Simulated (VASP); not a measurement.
All values below come from vdW-DF-cx, VASP's PBE PAW potentials (set 64) (plane waves; VASP).

Input for VASP

### POSCAR
```
MnF2
1
    4.8635691789     0.0000000000     0.0000000000
   -0.0000000000     4.8635691789     0.0000000000
    0.0000000000     0.0000000000     3.3000631770
Mn F
2 4
Direct
  0.0000000000   1.0000000000   0.0000000000
  0.5000000000   0.5000000000   0.5000000000
  0.3031342912   0.3031342912   0.0000000000
  0.8031342912   0.1968657088   0.5000000000
  0.1968657088   0.8031342912   0.5000000000
  0.6968657088   0.6968657088   0.0000000000
```

### KPOINTS
```
kpoints
0
Gamma
 5 5 8
```

INCAR:
```
ISIF  =  2
LEFG  =  .TRUE.
LMAXMIX  =  4   ! l cut-off of mixed one-centre charges
LCHARG  =  .TRUE.
LUSE_VDW  =  .TRUE.
PREC  =  Accurate
NEDOS  =  601   ! DOS grid
SYSTEM  =  MnF2
ENCUT  =  520
AGGAC  =  0.0
NELM  =  100
MAGMOM  =  4.5 -4.5 -0.0 0.0 0.0 -0.0
LREAL  =  .FALSE.   ! projection in real space or not
LWAVE  =  .FALSE.
ISMEAR  =  -5   ! tetrahedra, Bloechl
LASPH  =  .TRUE.   ! aspherical one-centre terms
ISPIN  =  2
LORBIT  =  11
ALGO  =  Normal
GGA  =  CX
EDIFF  =  1E-7
```

POTCAR, in this order: Mn_pv F (PBE.64 set). Program: vasp_std.

Question: Predict the energy per atom (σ→0), cell moment.

Answer: 
```
Quantity                       Result
---------------------  --------------
energy per atom (σ→0)  -4.204 eV/atom
cell moment                   0.00 μB
```

File OSZICAR:
```
...
DAV:  12    -0.252237928313E+02   -0.42009E-03   -0.27575E-04  4080   0.117E-01    0.498E-02
DAV:  13    -0.252238805330E+02   -0.87702E-04   -0.77577E-05  4240   0.543E-02    0.145E-02
DAV:  14    -0.252238952355E+02   -0.14703E-04   -0.22599E-05  4288   0.325E-02    0.589E-03
DAV:  15    -0.252238968210E+02   -0.15855E-05   -0.11299E-06  4216   0.786E-03    0.301E-03
DAV:  16    -0.252238975416E+02   -0.72058E-06   -0.73158E-07  3864   0.504E-03    0.138E-03
DAV:  17    -0.252238972592E+02    0.28239E-06   -0.27757E-08  2264   0.115E-03    0.541E-04
DAV:  18    -0.252238972012E+02    0.58060E-07   -0.15372E-08  2120   0.824E-04
   1 F= -.25223897E+02 E0= -.25223897E+02  d E =0.000000E+00  mag=     0.0000
```

The compound is MnF2 in the rutile structure. It was relaxed first.
